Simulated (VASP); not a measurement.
The system is CdNiSe3.

```
Cd Ni Se
1.0
     4.76738    0.00000    0.00000
     0.00000    4.76738    0.00000
     0.00000    0.00000    4.76738
Cd Ni Se
1 1 3
Direct
  0.50000 0.50000 0.50000
  0.00000 0.00000 0.00000
  0.50000 0.00000 0.00000
  0.00000 0.50000 0.00000
  0.00000 0.00000 0.50000
```

The cell was built by a generator and needn't be a form met in nature.

| Item | Value |
| --- | --- |
| Program | VASP 6.6.1 |
| Task | relaxation of cell and atoms |
| Functional | LDA |
| Potentials or basis | VASP PAW LDA potentials, release 64 (Cd, Ni, Se) |
| Cutoff | 600 eV |
| k mesh | 5 × 5 × 5 |
| Occupations | fermi-dirac, width 0.05 eV |
| Spin | collinear spin, ferromagnetic start |
| Starting moments | [0.0, 1.0, 0.0, 0.0, 0.0] μB |

At the start: pressure -6.0 GPa; volume 21.67 Å³/atom.

Where does the relaxation end?

Over 3 steps the energy falls by 35.7 meV/atom and the volume is 19.89 Å³/atom (-8.2 %); space group Pm-3m (No. 221, to 0.05 Å); moment 0.00 μB per cell.

Step by step:
| step | energy change (eV) | largest force (eV/Å) | pressure (GPa) | volume (Å³) |
| --- | --- | --- | --- | --- |
| 1 | 0.0000 | 0.0000 | -6.00 | 108.35 |
| 2 | -0.1453 | 0.0000 | 2.81 | 96.11 |
| 3 | -0.1786 | 0.0000 | 0.05 | 99.47 |

Final structure:
```
Cd Ni Se
1.0
     4.63345    0.00000    0.00000
     0.00000    4.63345    0.00000
     0.00000    0.00000    4.63345
Cd Ni Se
1 1 3
Direct
  0.50000 0.50000 0.50000
  0.00000 0.00000 0.00000
  0.50000 0.00000 0.00000
  0.00000 0.50000 0.00000
  0.00000 0.00000 0.50000
```
